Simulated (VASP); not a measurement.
**Lattice vibrations of Rb2Re**

Wanted: whether Rb2Re is dynamically stable, and its vibrational spectrum. The cell is generated by rule, not measured, and may not be a known phase.

Program: VASP 6.6.1. Level of theory: r2SCAN; plane waves and PAW (Rb_sv, Re); invented cell. Results are calculated unless marked as measured.

## 1. Starting point

The structure is cubic, space group Fm-3m (No. 225). Conventional cell: a = 7.543 Å, b = 7.543 Å, c = 7.543 Å, α = 90.00°, β = 90.00°, γ = 90.00°. Rb has 4 Re at 3.27 Å nearest. Nearest to Re lie 8 Rb at 3.27 Å. Farther neighbours are not listed.

As a file:

```xyz
3
Lattice="0.0000 3.7714 3.7714 3.7714 0.0000 3.7714 3.7714 3.7714 0.0000" Properties=species:S:1:pos:R:3 pbc="T T T"
Rb    1.8857    1.8857    1.8857
Rb    5.6570    5.6570    5.6570
Re    0.0000    0.0000    0.0000
```

## 2. Relax the host

Cell and atoms are relaxed first, so that later runs start from this functional's own cell.

INCAR

```
SYSTEM = Rb2Re
PREC = Accurate
ENCUT = 350
EDIFF = 1E-06
NELM = 120
ISMEAR = 0
SIGMA = 0.05
LREAL = .FALSE.
ALGO = Normal
METAGGA = R2SCAN
LASPH = .TRUE.
NBANDS = 18
LORBIT = 11
LWAVE = .FALSE.
LCHARG = .FALSE.
KPAR = 4
IBRION = 2
NSW = 40
ISIF = 3
EDIFFG = -0.02
POTIM = 0.4
```

POSCAR

```
Rb2Re
1.0
    0.0000000000      3.7713649200      3.7713649200
    3.7713649200      0.0000000000      3.7713649200
    3.7713649200      3.7713649200      0.0000000000
Rb Re
2 1
Direct
    0.2500000000      0.2500000000      0.2500000000
    0.7500000000      0.7500000000      0.7500000000
    0.0000000000      0.0000000000      0.0000000000
```

KPOINTS

```
Automatic mesh
0
Gamma
5 5 5
0 0 0
```

The projector-augmented-wave data sets are Rb_sv and Re (PBE family, release 64).

Started as:

```sh
> mpirun -np 4 vasp_std
```

Output:

```text
[banner, memory and clock lines left out]
running    4 mpi-ranks, on    1 nodes
 distrk:  each k-point on    1 cores,    4 groups
 distr:  one band on    1 cores,    1 groups

 POSCAR found type information on POSCAR RbRe
 POSCAR found :  2 types and       3 ions
|                                                                             |
|               ----> ADVICE to this user running VASP <----                  |
|                                                                             |
|     You enforced a specific xc type in the INCAR file but a different       |
|     [... a line on the potential file left out ...]
|     I HOPE YOU KNOW WHAT YOU ARE DOING!                                     |
|                                                                             |

 LDA part: xc-table for (None), standard interpolation
 POSCAR, INCAR and KPOINTS ok, starting setup
 FFT: planning ... GRIDC
 FFT: planning ... GRID_SOFT
 FFT: planning ... GRID
 WAVECAR not read
 entering main loop
       N       E                     dE             d eps       ncg     rms          rms(c)
DAV:   1     0.354490716914E+02    0.35449E+02   -0.94936E+03   550   0.103E+03
DAV:   2    -0.715967229466E+02   -0.10705E+03   -0.10439E+03   664   0.321E+02
DAV:   3    -0.790150949292E+02   -0.74184E+01   -0.72962E+01   616   0.638E+01
DAV:   4    -0.800754475442E+02   -0.10604E+01   -0.10577E+01   680   0.120E+01
DAV:   5    -0.800998808215E+02   -0.24433E-01   -0.24415E-01   504   0.220E+00    0.615E+00
DAV:   6    -0.721644681808E+02    0.79354E+01   -0.28170E+00   632   0.102E+01    0.411E+00
DAV:   7    -0.721516401609E+02    0.12828E-01   -0.87122E-01   566   0.826E+00    0.407E+00
DAV:   8    -0.722387441854E+02   -0.87104E-01   -0.20696E-01   640   0.226E+00    0.187E+00
DAV:   9    -0.722160058558E+02    0.22738E-01   -0.19449E-01   640   0.455E+00    0.321E-01
DAV:  10    -0.722205592678E+02   -0.45534E-02   -0.62164E-03   464   0.441E-01    0.168E-01
DAV:  11    -0.722209043227E+02   -0.34505E-03   -0.69450E-04   600   0.356E-01    0.799E-02
DAV:  12    -0.722209511611E+02   -0.46838E-04   -0.20079E-04   528   0.805E-02    0.399E-02
DAV:  13    -0.722209468492E+02    0.43119E-05   -0.37740E-05   480   0.361E-02    0.945E-03
DAV:  14    -0.722209472795E+02   -0.43028E-06   -0.13173E-05   460   0.274E-02    0.323E-03
DAV:  15    -0.722209470977E+02    0.18183E-06   -0.10122E-06   240   0.177E-02
   1 F= -.72220947E+02 E0= -.72215093E+02  d E =-.722209E+02
 curvature:   0.00 expect dE= 0.000E+00 dE for cont linesearch  0.000E+00
 trial: gam= 0.00000 g(F)=  0.297E-47 g(S)=  0.286E+00 ort = 0.000E+00 (trialstep = 0.100E+01)
 search vector abs. value=  0.286E+00
 bond charge predicted
       N       E                     dE             d eps       ncg     rms          rms(c)
DAV:   1    -0.737388889549E+02   -0.15179E+01   -0.40980E+01   542   0.122E+02    0.719E+00
DAV:   2    -0.726705394728E+02    0.10683E+01   -0.56284E+00   602   0.257E+01    0.287E+00
DAV:   3    -0.724851121573E+02    0.18543E+00   -0.60366E-01   584   0.676E+00    0.139E+00
DAV:   4    -0.724181145191E+02    0.66998E-01   -0.37606E-01   558   0.534E+00    0.710E-01
DAV:   5    -0.724219977437E+02   -0.38832E-02   -0.43368E-02   522   0.225E+00    0.341E-01
DAV:   6    -0.724241328792E+02   -0.21351E-02   -0.50968E-03   574   0.741E-01    0.197E-01
DAV:   7    -0.724241928442E+02   -0.59965E-04   -0.25203E-03   620   0.367E-01    0.610E-02
DAV:   8    -0.724241871264E+02    0.57178E-05   -0.40803E-04   526   0.152E-01    0.667E-03
DAV:   9    -0.724241936004E+02   -0.64740E-05   -0.20585E-05   538   0.307E-02    0.473E-03
DAV:  10    -0.724241940411E+02   -0.44070E-06   -0.14502E-06   318   0.898E-03
   2 F= -.72424194E+02 E0= -.72417940E+02  d E =-.203247E+00
[...]
3 F= -.72490550E+02 E0= -.72483739E+02  d E =-.269602E+00
 curvature:  -0.94 expect dE=-0.277E-02 dE for cont linesearch -0.277E-02
 ZBRENT: extrapolating
 opt :   2.1158  next Energy=   -72.494094 (dE=-0.273E+00)
 bond charge predicted
       N       E                     dE             d eps       ncg     rms          rms(c)
DAV:   1    -0.725733747943E+02   -0.82825E-01   -0.24243E+00   532   0.300E+01    0.182E+00
DAV:   2    -0.725108591314E+02    0.62516E-01   -0.44211E-01   608   0.645E+00    0.873E-01
DAV:   3    -0.724987336355E+02    0.12125E-01   -0.67170E-02   580   0.219E+00    0.356E-01
DAV:   4    -0.724940491462E+02    0.46845E-02   -0.28625E-02   572   0.145E+00    0.201E-01
DAV:   5    -0.724942987023E+02   -0.24956E-03   -0.34983E-03   538   0.616E-01    0.767E-02
DAV:   6    -0.724944146435E+02   -0.11594E-03   -0.55849E-04   578   0.235E-01    0.418E-02
DAV:   7    -0.724943999611E+02    0.14682E-04   -0.20201E-04   594   0.108E-01    0.140E-02
DAV:   8    -0.724944008548E+02   -0.89370E-06   -0.20966E-05   434   0.309E-02    0.325E-03
DAV:   9    -0.724944003926E+02    0.46215E-06   -0.12315E-06   326   0.104E-02
   4 F= -.72494400E+02 E0= -.72487450E+02  d E =-.273453E+00
 curvature:  -1.20 expect dE=-0.727E-04 dE for cont linesearch -0.727E-04
 trial: gam=-0.01436 g(F)=  0.699E-48 g(S)=  0.607E-04 ort = 0.417E-02 (trialstep = 0.122E+01)
 search vector abs. value=  0.130E-07
 reached required accuracy - stopping structural energy minimisation
```

Elapsed: 3.6 min, on 4 MPI ranks of AMD EPYC 7R43, shared host; peak memory 0.78 GiB.

The logs omit lines about the potential files and the build; timing stands in the text.

OUTCAR, selected parts (step 2):

```text
ion  position               nearest neighbor table
   1  0.250  0.250  0.250-   3 3.27   3 3.27   3 3.27   3 3.27   2 3.77   2 3.77   2 3.77   2 3.77
                             2 3.77   2 3.77
   2  0.750  0.750  0.750-   3 3.27   3 3.27   3 3.27   3 3.27   1 3.77   1 3.77   1 3.77   1 3.77
                             1 3.77   1 3.77
   3  0.000  0.000  0.000-   2 3.27   2 3.27   2 3.27   1 3.27   2 3.27   1 3.27   1 3.27   1 3.27

  LATTYP: Found a face centered cubic cell.
 ALAT       =     7.5427298400

 Subroutine GETGRP returns: Found 48 space group operations
 (whereof 48 operations were pure point group operations)

The static configuration has the point symmetry O_h .

 Found     10 irreducible k-points:

   k-points           NKPTS =     10   k-points in BZ     NKDIM =     10   number of bands    NBANDS=     18

   dimension x,y,z NGX =    36 NGY =   36 NGZ =   36
   dimension x,y,z NGXF=    72 NGYF=   72 NGZF=   72

   ENCUT  =  350.0 eV  25.72 Ry    5.07 a.u.   8.14  8.14  8.14*2*pi/ulx,y,z

   NELECT =      25.0000    total number of electrons

 k-points in reciprocal lattice and weights: Automatic mesh
   0.00000000  0.00000000  0.00000000       0.008
   0.20000000  0.00000000  0.00000000       0.064
   0.40000000  0.00000000  0.00000000       0.064
   0.20000000  0.20000000  0.00000000       0.048
   0.40000000  0.20000000  0.00000000       0.192
  -0.40000000  0.20000000  0.00000000       0.192
  -0.20000000  0.20000000  0.00000000       0.096
   0.40000000  0.40000000  0.00000000       0.048
  -0.40000000  0.40000000  0.00000000       0.096
  -0.40000000  0.40000000  0.20000000       0.192

 average (electrostatic) potential at core
       1 -43.6558       2 -43.6558       3 -50.7253

 E-fermi :   0.8295

 k-point     1 :       0.0000    0.0000    0.0000
  band No.  band energies     occupation
    ...
      7     -11.3209      2.00000
      8     -11.3209      2.00000
      9      -2.3512      2.00000
     10       0.3340      2.00000
     11       0.3341      2.00000
     12       0.9873      0.00001
     13       0.9873      0.00001
     14       0.9874      0.00001
     15       2.7761      0.00000
     16       2.7761      0.00000
    ...

 k-point     2 :       0.2000    0.0000    0.0000
  band No.  band energies     occupation
    ...
      7     -11.3523      2.00000
      8     -11.3523      2.00000
      9      -2.0294      2.00000
     10       0.3711      2.00000
     11       0.3711      2.00000
     12       0.8804      0.15012
     13       0.9601      0.00022
     14       0.9602      0.00022
     15       2.1428      0.00000
     16       3.0198      0.00000
    ...

 k-point     3 :       0.4000    0.0000    0.0000
  band No.  band energies     occupation
    ...
      8     -11.4313      2.00000
      9      -1.3828      2.00000
     10       0.4342      2.00000
     11       0.4343      2.00000
     12       0.7308      1.99476
     13       0.9169      0.01344
     14       0.9170      0.01339
     15       1.4396      0.00000
     16       3.4829      0.00000
     17       3.4829      0.00000
    ...

  Total        0.0396691      0.0396691      0.0396691     -0.0000000     -0.0000000     -0.0000000
  in kB        0.4781112      0.4781112      0.4781112     -0.0000000     -0.0000000     -0.0000000
  external PRESSURE =       0.4781112 kB  Pullay stress =       0.0000000 kB

  energy-cutoff  :      350.00
  volume of cell :      132.93
      direct lattice vectors                 reciprocal lattice vectors
     0.000000000  4.050743037  4.050743037    -0.123434144  0.123434144  0.123434144
     4.050743037 -0.000000000  4.050743037     0.123434144 -0.123434144  0.123434144
     4.050743037  4.050743037  0.000000000     0.123434144  0.123434144 -0.123434144

 POSITION                                       TOTAL-FORCE (eV/Angst)
 -----------------------------------------------------------------------------------
      2.02537      2.02537      2.02537         0.000000      0.000000      0.000000
      6.07611      6.07611      6.07611        -0.000000     -0.000000     -0.000000
      4.05074      8.10149      4.05074         0.000000      0.000000      0.000000
 -----------------------------------------------------------------------------------
    total drift:                                0.000000      0.000000      0.000000

  FREE ENERGIE OF THE ION-ELECTRON SYSTEM (eV)
  ---------------------------------------------------
  free  energy   TOTEN  =       -72.4944003926 eV

  energy  without entropy=      -72.4804999030  energy(sigma->0) =      -72.48745015

 reached required accuracy - stopping structural energy minimisation

 total charge
# of ion       s       p       d       tot
------------------------------------------
    1        1.960   5.371   0.048   7.379
    2        1.960   5.371   0.048   7.379
    3        0.677   0.017   4.827   5.521
--------------------------------------------------
tot          4.597  10.760   4.922  20.279

[... 3 further parts left out ...]
```

This run has no spin polarisation. Its electron count is odd, so without a moment it is a metal by construction. The k-mesh is coarse for a metal. The PAW data sets were made with PBE, which is usual practice but a small mismatch for other functionals. After so large a change of volume the plane waves of the start cell no longer fit, so the final stress carries a basis-set error. The data set Re keeps the semicore shell frozen, which is cheaper and a little less accurate. The run keeps the 48 symmetry operations of its start, so it cannot find a distortion of lower symmetry.

Relaxation path:

```tsv
step	energy less that of the first step (eV)	largest force (eV/Å)	pressure (GPa)	volume (Å³)
1	0.0000	0.0000	4.06	107.28
2	-0.2032	0.0000	1.71	118.95
3	-0.2696	0.0000	0.34	129.79
4	-0.2735	0.0000	0.05	132.93
```

```tsv
conventional cell, symmetrised	before	after	change
a (Å)	7.543	8.101	+7.4 %
b (Å)	7.543	8.101	+7.4 %
c (Å)	7.543	8.101	+7.4 %
volume (Å³/atom)	35.76	44.31	+23.9 %
```

Final coordinates:

```xyz
3
Lattice="0.0000 4.0507 4.0507 4.0507 0.0000 4.0507 4.0507 4.0507 0.0000" Properties=species:S:1:pos:R:3 pbc="T T T"
Rb    2.0254    2.0254    2.0254
Rb    6.0761    6.0761    6.0761
Re    0.0000    0.0000    0.0000
```

This step gave:

| Quantity | Value |
| --- | --- |
| electronic cycles | 44 |
| electrons | 25 |
| free energy (TOTEN) | -72.4944 eV |
| energy at zero smearing | -72.4875 eV |
| Fermi energy | 0.8295 eV |
| pressure | 0.04781 GPa |
| labelled metallic, from the levels on this mesh | yes |

The run ended after 4 ionic steps, 0.273 eV below its first step, once forces and stress met EDIFFG = -0.02.

(Part 1 of 2 ends here.)

[Lines on the potential files, build, host, timing and source positions are cut from VASP's logs without a mark.]

[Logs are printed without paths, hosts, clocks, repeated set-up lines and the standing remarks that a program may print on its own settings, such as how far it seeks lower states.]

[Hosts, paths, dates, database ids (printed as entryN), source tags and the programs' standing remarks are cut or masked in the printed files.]

[Runs that stopped without an error message from VASP are left out.]
